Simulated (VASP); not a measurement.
A convergence study with VASP on ZnS (zinc blende): one setting is varied, all else stays as given below, so the limit is that of these other settings.

```yaml
crystal:
  lattice:
    - [0.00000, 2.70500, 2.70500]
    - [2.70500, 0.00000, 2.70500]
    - [2.70500, 2.70500, 0.00000]
  atoms:
    - { symbol: Zn, position: [0.00000, 0.00000, 0.00000] }
    - { symbol: S, position: [0.25000, 0.25000, 0.25000] }
```

All values below come from PBEsol GGA, VASP's PBE PAW potentials (set 64) (plane waves; VASP). The tightest run used: 550 eV cut-off, 17×17×17 Γ-centred mesh, tetrahedra with Blöchl corrections, potentials Zn S.

Gaps are read on the run's mesh, which can miss a band edge.

Task: The settings run are 3×3×3 mesh; 4×4×4 mesh; 5×5×5 mesh; 6×6×6 mesh; 7×7×7 mesh; 8×8×8 mesh; 9×9×9 mesh; 10×10×10 mesh; 11×11×11 mesh; 12×12×12 mesh; 13×13×13 mesh; 14×14×14 mesh; 15×15×15 mesh; 16×16×16 mesh; 17×17×17 mesh. From which on does the stress (every component) stay within 0.1 GPa of the tightest run?

Result: From 5×5×5 mesh on: it is off by 0.08 there and by no more than 0.1 in any finer run, while 4×4×4 mesh is off by 0.33.
| setting | E (eV/atom) | pressure (GPa) | gap on the mesh (eV) | irreducible k-points | difference judged (GPa) |
|---|---|---|---|---|---|
| 3×3×3 mesh | -3.6754 | -0.72 | 1.925 | 4 | 1.30 |
| 4×4×4 mesh | -3.7659 | -1.69 | 1.952 | 8 | 0.33 |
| 5×5×5 mesh | -3.7849 | -1.94 | 1.960 | 10 | 0.08 |
| 6×6×6 mesh | -3.7894 | -1.99 | 1.962 | 16 | 0.03 |
| 7×7×7 mesh | -3.7907 | -2.02 | 1.963 | 20 | 0.00 |
| 8×8×8 mesh | -3.7910 | -2.01 | 1.964 | 29 | 0.01 |
| 9×9×9 mesh | -3.7912 | -2.02 | 1.964 | 35 | 0.00 |
| 10×10×10 mesh | -3.7912 | -2.02 | 1.964 | 47 | 0.00 |
| 11×11×11 mesh | -3.7912 | -2.02 | 1.964 | 56 | 0.00 |
| 12×12×12 mesh | -3.7912 | -2.02 | 1.964 | 72 | 0.00 |
| 13×13×13 mesh | -3.7912 | -2.02 | 1.964 | 84 | 0.00 |
| 14×14×14 mesh | -3.7912 | -2.02 | 1.964 | 104 | 0.00 |
| 15×15×15 mesh | -3.7912 | -2.02 | 1.964 | 120 | 0.00 |
| 16×16×16 mesh | -3.7912 | -2.02 | 1.964 | 145 | 0.00 |
| 17×17×17 mesh | -3.7912 | -2.02 | 1.964 | 165 | 0.00 |

Left out are rungs that failed or repeat a setting and relaxations that didn't move; long series are thinned to 24 rows.

The compound is ZnS in the zinc blende structure. The cell was not relaxed at this level.
